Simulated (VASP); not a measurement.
An input for Quantum ESPRESSO's pw.x (written as the equivalent of a VASP run, and not itself run):

```
&CONTROL
  calculation = 'scf'
  pseudo_dir = './pseudo'
  outdir = './out'
  tprnfor = .true.
  tstress = .true.
/
&SYSTEM
  ibrav = 0
  nat = 3
  ntyp = 2
  ecutwfc = 74
  occupations = 'smearing'
  smearing = 'fermi-dirac'
  degauss = 0.003675
  input_dft = 'pbe'
/
&ELECTRONS
  conv_thr = 7.3e-08
  electron_maxstep = 100
/
ATOMIC_SPECIES
  K 39.098 K.upf
  S 32.060 S.upf
CELL_PARAMETERS angstrom
     0.0000000    3.7364920    3.7364920
     3.7364920    0.0000000    3.7364920
     3.7364920    3.7364920    0.0000000
ATOMIC_POSITIONS crystal
  K    0.2500000  0.2500000  0.2500000
  K    0.7500000  0.7500000  0.7500000
  S    0.0000000  0.0000000  0.0000000
K_POINTS automatic
  6 6 6 0 0 0
```

Problem. Write the VASP files for the same calculation (PBE).

Solution. This is not unique; one that fits is 
POSCAR:
```
K2S
1
    0.0000000000     3.7364920000     3.7364920000
    3.7364920000     0.0000000000     3.7364920000
    3.7364920000     3.7364920000     0.0000000000
K S
2 1
Direct
  0.2500000000   0.2500000000   0.2500000000
  0.7500000000   0.7500000000   0.7500000000
  0.0000000000   0.0000000000   0.0000000000
```

KPOINTS:
```
K-points
0
Gamma
  6 6 6
0 0 0
```

**INCAR**
```
SYSTEM = K2S
PREC = Accurate
ENCUT = 300
EDIFF = 1E-6
NELM = 100
ALGO = Normal
LREAL = .FALSE.
LASPH = .TRUE.
ISMEAR = -1
SIGMA = 0.05
GGA = PE
LWAVE = .FALSE.
LCHARG = .FALSE.
ISIF = 2
```

POTCAR, in this order: K_sv S (PBE.64 set). Program: vasp_std.

What does not carry over: the potentials are each code's own (VASP's PAW set, PseudoDojo norm-conserving files in pw.x), so ENCUT and ecutwfc are chosen apart and not converted; conv_thr bounds pw.x's estimated SCF error, while EDIFF bounds the energy change between steps.

The structure is a typed K2S crystal (Fm-3m). The cell was not relaxed at this level.
